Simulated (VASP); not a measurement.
Er (hcp): the bulk modulus from VASP (plane waves, PAW) at several levels of theory. Static lattice, third-order Birch-Murnaghan fit over five volumes. The 4f electrons are frozen in the core of the lanthanide potential, so 4f levels, which can set the real gap, and their magnetism are missing. The measured value holds thermal and zero-point effects that the static calculation lacks.

```csv
level,bulk modulus (GPa),error against measurement
PBE,44.0,-0.9 %
PBEsol,44.4,+0.1 %
revPBE,42.2,-4.8 %
PW91,43.8,-1.3 %
optB86b-vdW,44.9,+1.1 %
r2SCAN,45.8,+3.0 %
```

Measured: 44.4 GPa (as given by Wikipedia, Erbium (infobox)).

The cell of the PBE run:

```cif
data_Er2
_chemical_formula_sum 'Er2'
_space_group_name_H-M_alt 'P 1'
_space_group_IT_number 1
_cell_length_a 3.58195
_cell_length_b 3.58195
_cell_length_c 5.57050
_cell_angle_alpha 90.000
_cell_angle_beta 90.000
_cell_angle_gamma 120.000
loop_
_space_group_symop_operation_xyz
  'x, y, z'
loop_
_atom_site_label
_atom_site_type_symbol
_atom_site_fract_x
_atom_site_fract_y
_atom_site_fract_z
_atom_site_occupancy
Er1 Er 0.33333 0.66667 0.25000 1
Er2 Er 0.66667 0.33333 0.75000 1
```

Only levels that ran to the end are used. Left out are those held back, those with too coarse a band path, GW runs whose mesh misses a band edge, hybrids' fits of cells that aren't cubic and levels without matching references; a question may draw on a part of the rest.

The compound is Er in the hcp structure.
